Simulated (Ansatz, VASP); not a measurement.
One calculation of CoC2, two programs

```xyz
6
Lattice="0.0000 2.9391 2.9391 2.9391 0.0000 2.9391 2.9391 2.9391 0.0000" Properties=species:S:1:pos:R:3 pbc="T T T"
Co    0.0000    0.0000    0.0000
Co    1.4696    1.4696    1.4696
C     3.6739    3.6739    3.6739
C     3.6739    2.2043    2.2043
C     2.2043    2.2043    3.6739
C     2.2043    3.6739    2.2043
```

Alike in both runs: task relaxation of cell and atoms; functional PBE; k mesh 6 × 6 × 6; occupations gaussian, width 0.1 eV; collinear spin.

```csv
,VASP,Ansatz
version,VASP 6.6.1,Ansatz 0.2.0
potentials or method,"VASP PAW PBE potentials, release 64 (Co, C)","scalar-relativistic, plane waves, PAW"
plane-wave cutoff (eV),600,420
valence electrons in the cell,34,50
```

```csv
,VASP,Ansatz,Ansatz less VASP
"gap on the k mesh at the Fermi level, each at its own relaxed structure (eV)",none,none,-
net moment per atom (μB),0.38,0.38,+0.004
size of the moment on the site where the two differ most (μB),1.11,1.13,+0.021
relaxed volume (Å³/atom),7.88,7.89,+0.012
relaxed cell length with the largest relative difference (Å),4.058,4.060,+0.0020
energy change over the relaxation (meV/atom),-22,-21,+1.5
```

Site moments also hang on the region over which each program counts them. A gap of «none» marks a metal or a gap that the smearing closes. The two sets of potentials don't hold the same shells in valence.
